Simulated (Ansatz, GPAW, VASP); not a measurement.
## One structure in several programs: Ca3GeN (Pm-3m, 5 atoms in the cell)

Self-consistent single point, at a second geometry (lattice scaled by 0.98). First geometry:

```
CELL_PARAMETERS angstrom
      4.80418     0.00000     0.00000
      0.00000     4.80418     0.00000
      0.00000     0.00000     4.80418
ATOMIC_POSITIONS crystal
  Ca 0.50000 0.00000 0.50000
  Ca 0.00000 0.50000 0.50000
  Ca 0.50000 0.50000 0.00000
  Ge 0.00000 0.00000 0.00000
  N  0.50000 0.50000 0.50000
```

Shared settings, as Ansatz (a first-principles code) writes them: kpoints.mp_grid.grid = 7 7 7; scf.occupations.method = fermi_dirac; scf.occupations.width = 0.1 eV. Potentials and cutoffs stand in the table.

| code | model | ΔF from the first geometry (meV/atom) | pressure (GPa) | cutoff |
|---|---|---|---|---|
| Ansatz | LDA (PW92), PAW files made with PBE | -19.2 | -0.65 | default |
| VASP | LDA (PZ), VASP's LDA PAW potentials (set 64) | -16.2 | -0.98 | 400 eV |
| GPAW | LDA (Perdew-Wang 92), GPAW PAW datasets LDA (gpaw-data 1.0.1) | -15.2 | – | 950 eV |

For VASP (by 0.7 GPa) the energy change implies a higher mean pressure, against the two pressures, than for the other programs: a sign of finite-basis (Pulay) stress.

A dash marks a value that a program does not give, or that is left out as unsure.

The spread over the programs that give each value: ΔF from the first geometry within 4.0 meV/atom; pressure within 0.33 GPa.

Ansatz's pressure is given at a fixed set of plane waves, as the other plane-wave codes print theirs; with its correction for the finite basis it is -0.57 GPa. The pressure of GPAW is left out: its cutoff lies under the one at which its stress was checked. The same LDA comes in different parametrisations, which differ slightly.

VASP's run is marked for a possible Pulay error in its stress at this cutoff; no cutoff test was made.

The starting cell comes from a database of computed structures (which also holds hypothetical and non-ambient phases and stackings), without a prior relaxation at this level. For this run, on top of that: lattice scaled by 0.98.

Left out of this page: Quantum ESPRESSO, ABINIT, CP2K, Elk, FLEUR and SIESTA (not drawn, or without a comparable value).

Keys are those of Ansatz 0.2.
